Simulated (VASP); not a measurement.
Input:

```xyz
2
Lattice="0.0000 3.0003 3.0003 3.0003 0.0000 3.0003 3.0003 3.0003 0.0000" Properties=species:S:1:pos:R:3 pbc="T T T"
Hg     0.0000     0.0000     0.0000
S      1.5001     1.5001     1.5001
```

All values below come from PBE GGA, VASP's PBE PAW potentials (set 64) (plane waves; VASP). Settings: 520 eV cut-off, Gaussian smearing of 0.050 eV, potentials Hg S.

Task: Give the energies of bands 2 to 11 at the high-symmetry points, in eV from the Fermi level.

Result: 
```
band      Γ      X      U      L      W
----  -----  -----  -----  -----  -----
2     -6.66  -6.49  -6.42  -6.48  -6.35
3     -6.66  -6.12  -6.22  -6.48  -6.25
4     -6.66  -6.12  -6.05  -5.83  -5.96
5     -5.89  -5.76  -5.83  -5.83  -5.94
6     -5.89  -5.52  -5.35  -5.55  -5.26
7     -0.55  -4.53  -4.71  -5.00  -4.75
8      0.00  -2.03  -2.52  -0.84  -2.42
9      0.00  -2.03  -1.64  -0.84  -2.07
10     0.00   3.11   3.21   1.56   3.60
11     6.13   3.58   4.77   6.78   5.38
```

It has no gap at this level: it comes out as a metal or semimetal.

The compound is HgS in the zinc blende structure, metacinnabar; cinnabar is the stable form. It was relaxed first, which changed the volume by +8 %.
